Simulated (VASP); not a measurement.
OSZICAR of a VASP run on Ta2O5 (space group P2/m):

File OSZICAR:
```
...
DAV:   1     0.386591955236E+03    0.38659E+03   -0.30524E+04  1868   0.169E+03
DAV:   2    -0.148635426840E+03   -0.53523E+03   -0.52533E+03  2342   0.457E+02
DAV:   3    -0.179269448761E+03   -0.30634E+02   -0.30555E+02  2217   0.114E+02
DAV:   4    -0.179701785121E+03   -0.43234E+00   -0.43163E+00  2240   0.149E+01
DAV:   5    -0.179710608844E+03   -0.88237E-02   -0.88200E-02  2203   0.197E+00    0.535E+01
DAV:   6    -0.154841668720E+03    0.24869E+02   -0.58917E+01  2316   0.519E+01    0.214E+01
DAV:   7    -0.147536398985E+03    0.73053E+01   -0.45406E+00  2232   0.139E+01    0.903E+00
DAV:   8    -0.153197882048E+03   -0.56615E+01   -0.26101E+00  2084   0.112E+01    0.220E+00
DAV:   9    -0.148085285256E+03    0.51126E+01   -0.11730E+00  1979   0.768E+00    0.456E-01
DAV:  10    -0.148436899552E+03   -0.35161E+00   -0.23276E-01  2297   0.371E+00    0.452E-01
DAV:  11    -0.148388384937E+03    0.48515E-01   -0.22581E-02  2077   0.136E+00    0.343E-01
DAV:  12    -0.148549911928E+03   -0.16153E+00   -0.67521E-02  1979   0.251E+00    0.135E-01
DAV:  13    -0.148519896362E+03    0.30016E-01   -0.34574E-02  2154   0.153E+00    0.167E-01
DAV:  14    -0.148518676131E+03    0.12202E-02   -0.63147E-03  2182   0.781E-01    0.689E-02
DAV:  15    -0.148525468460E+03   -0.67923E-02   -0.41383E-03  2155   0.552E-01    0.326E-02
DAV:  16    -0.148529150540E+03   -0.36821E-02   -0.13030E-03  2133   0.345E-01    0.924E-03
DAV:  17    -0.148529602824E+03   -0.45228E-03   -0.47137E-04  2182   0.194E-01    0.817E-03
DAV:  18    -0.148529780773E+03   -0.17795E-03   -0.10214E-04  2203   0.942E-02    0.352E-03
DAV:  19    -0.148529798217E+03   -0.17444E-04   -0.75296E-06  2245   0.254E-02    0.264E-03
DAV:  20    -0.148529798330E+03   -0.11300E-06   -0.13689E-06  1606   0.101E-02
   1 F= -.14852980E+03 E0= -.14852980E+03  d E =-.148530E+03
       N       E                     dE             d eps       ncg     rms          rms(c)
DAV:   1    -0.148532793137E+03   -0.29949E-02   -0.84221E-01  1860   0.687E+00    0.733E-01
DAV:   2    -0.148531538194E+03    0.12549E-02   -0.67689E-02  1902   0.182E+00    0.358E-01
DAV:   3    -0.148530231303E+03    0.13069E-02   -0.51322E-03  2366   0.533E-01    0.121E-01
DAV:   4    -0.148530205139E+03    0.26164E-04   -0.10818E-03  2070   0.310E-01    0.658E-02
DAV:   5    -0.148530023488E+03    0.18165E-03   -0.77315E-04  2021   0.252E-01    0.403E-02
DAV:   6    -0.148529970116E+03    0.53373E-04   -0.82309E-04  2056   0.256E-01    0.319E-02
DAV:   7    -0.148530497613E+03   -0.52750E-03   -0.12728E-04  2112   0.103E-01    0.152E-02
DAV:   8    -0.148530527589E+03   -0.29977E-04   -0.28350E-05  2313   0.390E-02    0.790E-03
DAV:   9    -0.148530537064E+03   -0.94750E-05   -0.32435E-06  2039   0.142E-02    0.517E-03
DAV:  10    -0.148530539667E+03   -0.26024E-05   -0.19082E-06  1492   0.106E-02    0.256E-03
DAV:  11    -0.148530541562E+03   -0.18951E-05   -0.88083E-07  1252   0.909E-03    0.960E-04
DAV:  12    -0.148530541498E+03    0.63884E-07   -0.18125E-07  1238   0.332E-03
   2 F= -.14853054E+03 E0= -.14853054E+03  d E =-.743168E-03
       N       E                     dE             d eps       ncg     rms          rms(c)
DAV:   1    -0.148531550357E+03   -0.10088E-02   -0.13815E-01  1860   0.277E+00    0.296E-01
DAV:   2    -0.148531355429E+03    0.19493E-03   -0.11115E-02  1882   0.735E-01    0.145E-01
DAV:   3    -0.148531139760E+03    0.21567E-03   -0.83942E-04  2381   0.216E-01    0.490E-02
DAV:   4    -0.148531141854E+03   -0.20938E-05   -0.17741E-04  2064   0.125E-01    0.263E-02
DAV:   5    -0.148531115413E+03    0.26441E-04   -0.12283E-04  2007   0.101E-01    0.162E-02
DAV:   6    -0.148531102404E+03    0.13009E-04   -0.13184E-04  2035   0.103E-01    0.128E-02
DAV:   7    -0.148531187771E+03   -0.85367E-04   -0.20252E-05  2063   0.414E-02    0.627E-03
DAV:   8    -0.148531192596E+03   -0.48255E-05   -0.48559E-06  1975   0.160E-02    0.320E-03
DAV:   9    -0.148531194105E+03   -0.15081E-05   -0.55325E-07  1161   0.638E-03    0.204E-03
DAV:  10    -0.148531194154E+03   -0.49758E-07   -0.37436E-07  1133   0.499E-03
   3 F= -.14853119E+03 E0= -.14853119E+03  d E =-.139582E-02
       N       E                     dE             d eps       ncg     rms          rms(c)
DAV:   1    -0.148533342158E+03   -0.21481E-02   -0.31291E-01  1860   0.400E+00    0.330E-01
DAV:   2    -0.148532211517E+03    0.11306E-02   -0.11658E-02  1993   0.806E-01    0.194E-01
DAV:   3    -0.148531459426E+03    0.75209E-03   -0.39036E-03  2354   0.498E-01    0.827E-02
DAV:   4    -0.148531740656E+03   -0.28123E-03   -0.76085E-04  2183   0.219E-01    0.558E-02
DAV:   5    -0.148531484296E+03    0.25636E-03   -0.31474E-04  2015   0.143E-01    0.256E-02
DAV:   6    -0.148531570152E+03   -0.85856E-04   -0.32357E-04  1909   0.170E-01    0.191E-02
DAV:   7    -0.148531699881E+03   -0.12973E-03   -0.11341E-04  1916   0.100E-01    0.728E-03
DAV:   8    -0.148531732374E+03   -0.32493E-04   -0.21883E-05  2084   0.460E-02    0.323E-03
DAV:   9    -0.148531738474E+03   -0.61000E-05   -0.57075E-06  2086   0.206E-02    0.194E-03
DAV:  10    -0.148531739947E+03   -0.14731E-05   -0.99849E-07  1217   0.887E-03    0.155E-03
DAV:  11    -0.148531739742E+03    0.20508E-06   -0.24665E-07  1084   0.417E-03
   4 F= -.14853174E+03 E0= -.14853174E+03  d E =-.545588E-03
       N       E                     dE             d eps       ncg     rms          rms(c)
DAV:   1    -0.148531796276E+03   -0.56329E-04   -0.72952E-03  1874   0.611E-01    0.504E-02
DAV:   2    -0.148531769616E+03    0.26660E-04   -0.27071E-04  2007   0.123E-01    0.297E-02
DAV:   3    -0.148531751405E+03    0.18211E-04   -0.92261E-05  2348   0.769E-02    0.127E-02
DAV:   4    -0.148531758245E+03   -0.68393E-05   -0.17947E-05  2169   0.336E-02    0.856E-03
DAV:   5    -0.148531751575E+03    0.66691E-05   -0.74895E-06  2001   0.220E-02    0.389E-03
DAV:   6    -0.148531753963E+03   -0.23871E-05   -0.76829E-06  1895   0.263E-02    0.290E-03
DAV:   7    -0.148531756896E+03   -0.29335E-05   -0.26278E-06  1598   0.154E-02    0.111E-03
DAV:   8    -0.148531757623E+03   -0.72697E-06   -0.52951E-07  1049   0.706E-03
   5 F= -.14853176E+03 E0= -.14853176E+03  d E =-.563469E-03
       N       E                     dE             d eps       ncg     rms          rms(c)
DAV:   1    -0.148531680366E+03    0.76530E-04   -0.88864E-02  1860   0.229E+00    0.197E-01
DAV:   2    -0.148531772872E+03   -0.92506E-04   -0.71966E-03  1916   0.585E-01    0.113E-01
DAV:   3    -0.148531732636E+03    0.40236E-04   -0.43608E-04  2336   0.166E-01    0.440E-02
DAV:   4    -0.148531719337E+03    0.13299E-04   -0.11810E-04  2056   0.937E-02    0.186E-02
DAV:   5    -0.148531723843E+03   -0.45069E-05   -0.65697E-05  2000   0.708E-02    0.120E-02
DAV:   6    -0.148531703688E+03    0.20155E-04   -0.63119E-05  1923   0.668E-02    0.827E-03
DAV:   7    -0.148531759214E+03   -0.55526E-04   -0.15791E-05  2028   0.345E-02    0.403E-03
DAV:   8    -0.148531757106E+03    0.21076E-05   -0.24423E-06  1614   0.129E-02    0.173E-03
DAV:   9    -0.148531758755E+03   -0.16488E-05   -0.23538E-06  1427   0.127E-02    0.148E-03
DAV:  10    -0.148531759641E+03   -0.88586E-06   -0.41712E-07  1091   0.549E-03
   6 F= -.14853176E+03 E0= -.14853176E+03  d E =-.201782E-05
       N       E                     dE             d eps       ncg     rms          rms(c)
DAV:   1    -0.148531839481E+03   -0.80725E-04   -0.22400E-02  1860   0.115E+00    0.988E-02
DAV:   2    -0.148531864522E+03   -0.25041E-04   -0.18092E-03  1916   0.293E-01    0.568E-02
DAV:   3    -0.148531852554E+03    0.11968E-04   -0.11077E-04  2336   0.835E-02    0.221E-02
DAV:   4    -0.148531847785E+03    0.47688E-05   -0.30561E-05  2035   0.475E-02    0.935E-03
DAV:   5    -0.148531848379E+03   -0.59407E-06   -0.17592E-05  1986   0.360E-02    0.602E-03
DAV:   6    -0.148531845239E+03    0.31402E-05   -0.15874E-05  1909   0.330E-02    0.421E-03
DAV:   7    -0.148531857076E+03   -0.11837E-04   -0.37081E-06  1788   0.165E-02    0.200E-03
DAV:   8    -0.148531856697E+03    0.37924E-06   -0.56923E-07  1049   0.665E-03
   7 F= -.14853186E+03 E0= -.14853186E+03  d E =-.990735E-04
       N       E                     dE             d eps       ncg     rms          rms(c)
DAV:   1    -0.148531874224E+03   -0.17148E-04   -0.19709E-02  1860   0.948E-01    0.329E-02
DAV:   2    -0.148531926834E+03   -0.52610E-04   -0.69813E-04  1981   0.180E-01    0.185E-02
DAV:   3    -0.148531922942E+03    0.38913E-05   -0.18872E-05  2280   0.383E-02    0.984E-03
DAV:   4    -0.148531912465E+03    0.10478E-04   -0.19829E-05  2066   0.319E-02    0.267E-03
DAV:   5    -0.148531924686E+03   -0.12221E-04   -0.11474E-05  1784   0.271E-02    0.146E-03
DAV:   6    -0.148531925521E+03   -0.83530E-06   -0.29565E-06  1830   0.129E-02
   8 F= -.14853193E+03 E0= -.14853193E+03  d E =-.688245E-04
       N       E                     dE             d eps       ncg     rms          rms(c)
DAV:   1    -0.148531587266E+03    0.33742E-03   -0.17749E-01  1860   0.284E+00    0.985E-02
DAV:   2    -0.148532043151E+03   -0.45588E-03   -0.62649E-03  1995   0.539E-01    0.552E-02
DAV:   3    -0.148532011426E+03    0.31724E-04   -0.17050E-04  2266   0.116E-01    0.293E-02
DAV:   4    -0.148531918727E+03    0.92699E-04   -0.17232E-04  2087   0.946E-02    0.816E-03
DAV:   5    -0.148532027530E+03   -0.10880E-03   -0.10048E-04  2035   0.808E-02    0.438E-03
DAV:   6    -0.148532036705E+03   -0.91741E-05   -0.27287E-05  2112   0.400E-02    0.363E-03
DAV:   7    -0.148532052407E+03   -0.15703E-04   -0.38168E-06  1956   0.154E-02    0.984E-04
DAV:   8    -0.148532052064E+03    0.34316E-06   -0.45831E-07  1238   0.590E-03
   9 F= -.14853205E+03 E0= -.14853205E+03  d E =-.195367E-03
```

Which electronic solver shows in the log?

It is blocked Davidson (ALGO = Normal, or the opening steps of other solvers). The INCAR had ALGO = Normal.

Can the final energy be trusted as converged?

The calculation finished and met its thresholds. It stopped with EDIFF = 1E-6, NELM = 100, NSW = 60 and EDIFFG = -0.02 after 9 ionic steps (r2SCAN meta-GGA, plane waves, VASP's PBE PAW potentials (set 64)).

The structure comes from a computed database's Ta2O5 entry (P2/m); how it stands against other phases isn't given here. This run relaxes it. Symmetry was kept, so distortions that lower it aren't found. The start is the result of an earlier pass.
